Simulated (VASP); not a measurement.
An input for Quantum ESPRESSO's pw.x (written as the equivalent of a VASP run, and not itself run):

```
&CONTROL
  calculation = 'scf'
  pseudo_dir = './pseudo'
  outdir = './out'
  tprnfor = .true.
  tstress = .true.
/
&SYSTEM
  ibrav = 0
  nat = 2
  ntyp = 2
  ecutwfc = 66
  occupations = 'smearing'
  smearing = 'gaussian'
  degauss = 0.003675
  input_dft = 'pbe'
/
&ELECTRONS
  conv_thr = 7.3e-08
  electron_maxstep = 100
/
ATOMIC_SPECIES
  Hg 200.592 Hg.upf
  S 32.060 S.upf
CELL_PARAMETERS angstrom
     0.0000000    2.9250000    2.9250000
     2.9250000    0.0000000    2.9250000
     2.9250000    2.9250000    0.0000000
ATOMIC_POSITIONS crystal
  Hg   0.0000000  0.0000000  0.0000000
  S    0.2500000  0.2500000  0.2500000
K_POINTS automatic
  7 7 7 0 0 0
```

Question: Write the VASP files for the same calculation (PBE).

Answer: One answer among several that fit: 
POSCAR:
```
HgS
4.1365750
  0.0000000000   0.7071067248   0.7071067248
  0.7071067248   0.0000000000   0.7071067248
  0.7071067248   0.7071067248   0.0000000000
Hg S
1 1
direct
  0.0000000000   0.0000000000   0.0000000000
  0.2500000000   0.2500000000   0.2500000000
```

INCAR:
```
SIGMA = 0.05   ! width (eV)
PREC = Accurate
GGA = PE   ! PBE
ENCUT = 400   ! plane-wave cut-off (eV)
ISIF = 2
LREAL = .False.
LWAVE = .False.
LCHARG = .False.
SYSTEM = HgS
EDIFF = 1E-6
NELM = 100   ! most electronic steps
ISMEAR = 0   ! Gaussian
LASPH = .True.
ALGO = Damped
LMAXMIX = 6
```

### KPOINTS
```
Automatic mesh
0
Gamma
7 7 7
0 0 0
```

POTCAR, in this order: Hg S (PBE.64 set). Program: vasp_std.

The two are equivalent in intent, not identical: the potentials are each code's own (VASP's PAW set, PseudoDojo norm-conserving files in pw.x), so ENCUT and ecutwfc are chosen apart and not converted; conv_thr bounds pw.x's estimated SCF error, while EDIFF bounds the energy change between steps.

The compound is HgS in the zinc blende structure, metacinnabar; cinnabar is the stable form. The cell was not relaxed at this level. The run is one of a series of settings (ALGO = Damped against the base run), some of them coarse on purpose.
